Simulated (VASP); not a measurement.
BBi (relaxed from the rock salt structure, space group Fm-3m) relaxed at rising pressure, in one space group throughout; other phases were not tried. The pressures are those reached. These are PBEsol GGA, VASP's PBE PAW potentials (set 64) (plane waves; VASP) values and carry that method's errors.

```csv
P (GPa),V (Å³/atom),k-mesh
0.10,17.654,12×12×12
4.97,16.839,12×12×12
9.95,16.172,12×12×12
20.00,15.112,13×13×13
29.95,14.355,13×13×13
```

A change of mesh leaves a small step in the series.

Question: Fit an equation of state and predict the volume at 44.86 GPa.

Answer: Least squares on the third-order Birch-Murnaghan form, P = (3B0/2)(y⁷ − y⁵)[1 + (3/4)(B′ − 4)(y² − 1)] with y = (V0/V)^(1/3), gives V0 = 17.682 Å³/atom, B0 = 91 GPa and B′ = 4.4, and so 13.473 Å³/atom. The run gave 13.494 Å³/atom, +0.2 % from the fit.

Pressures at which the relaxation failed are left out.

The structure was generated: BBi was put into the rock salt type (Fm-3m), which need not be its known phase.
